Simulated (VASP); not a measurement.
VASP ran on this input.

### INCAR
```
! general
SYSTEM =CsCl
PREC   =Accurate
ENCUT  =300
LREAL  =.FALSE.
LASPH  =.TRUE.

! electronic loop
EDIFF  =1E-6
NELM   =100
ALGO   =Normal
LMAXMIX=4

! smearing
ISMEAR =1
SIGMA  =0.05

! functional
GGA    =PS

! ions
ISIF   =2

! output
LWAVE  =.FALSE.
LCHARG =.FALSE.
```

### KPOINTS
```
Regular mesh
0
G
3 5 1
0 0 0
```

File POSCAR:
```
CsCl
1
   11.7201540000     0.0000000000     0.0000000000
    2.9300380000     5.0749750000     0.0000000000
    0.0000000000     0.0000000000    21.9809000000
Cs Cl
6 6
Direct
  0.4825130000   0.6427780000   0.4144470000
  0.9825130000   0.6427780000   0.4144470000
  0.3273160000   0.2875980000   0.5298040000
  0.8273160000   0.2875980000   0.5298040000
  0.1613580000   0.9682750000   0.6353520000
  0.6613580000   0.9682750000   0.6353520000
  0.3201940000   0.3016410000   0.3672820000
  0.8201940000   0.3016410000   0.3672820000
  0.1520650000   0.9972350000   0.4713270000
  0.6520650000   0.9972350000   0.4713270000
  0.4776120000   0.6314150000   0.5817860000
  0.9776120000   0.6314150000   0.5817860000
```

POTCAR, in this order: Cs_sv Cl (PBE.64 set). Program: vasp_std.

Write an equivalent input for Ansatz.

One equivalent input (not run):
Ansatz 0.2 input:
```yaml
crystal:
  lattice:
    - [11.7201540, 0.0000000, 0.0000000]
    - [2.9300380, 5.0749750, 0.0000000]
    - [0.0000000, 0.0000000, 21.9809000]
  atoms:
    - { symbol: Cs, position: [0.4825130, 0.6427780, 0.4144470] }
    - { symbol: Cs, position: [0.9825130, 0.6427780, 0.4144470] }
    - { symbol: Cs, position: [0.3273160, 0.2875980, 0.5298040] }
    - { symbol: Cs, position: [0.8273160, 0.2875980, 0.5298040] }
    - { symbol: Cs, position: [0.1613580, 0.9682750, 0.6353520] }
    - { symbol: Cs, position: [0.6613580, 0.9682750, 0.6353520] }
    - { symbol: Cl, position: [0.3201940, 0.3016410, 0.3672820] }
    - { symbol: Cl, position: [0.8201940, 0.3016410, 0.3672820] }
    - { symbol: Cl, position: [0.1520650, 0.9972350, 0.4713270] }
    - { symbol: Cl, position: [0.6520650, 0.9972350, 0.4713270] }
    - { symbol: Cl, position: [0.4776120, 0.6314150, 0.5817860] }
    - { symbol: Cl, position: [0.9776120, 0.6314150, 0.5817860] }
kpoints:
  mp_grid: { grid: [3, 5, 1] }
hamiltonian:
  xc: pbesol
  pseudopotentials: { kind: paw }
scf:
  occupations: { method: methfessel_paxton, width: 0.05 }
  max_iter: 100
output: { forces: true, stress: true, eigenvalues: true }
```
What does not carry over: each code has its own PAW files, so the cut-off isn't converted (ENCUT is set for VASP's; basis.ecutwfc is left out, and Ansatz then takes the one that its files recommend); Ansatz stops its SCF on the density residual and VASP on the energy change (EDIFF).

The cell is a sheet with vacuum, built from a database entry that may be metastable or hypothetical.
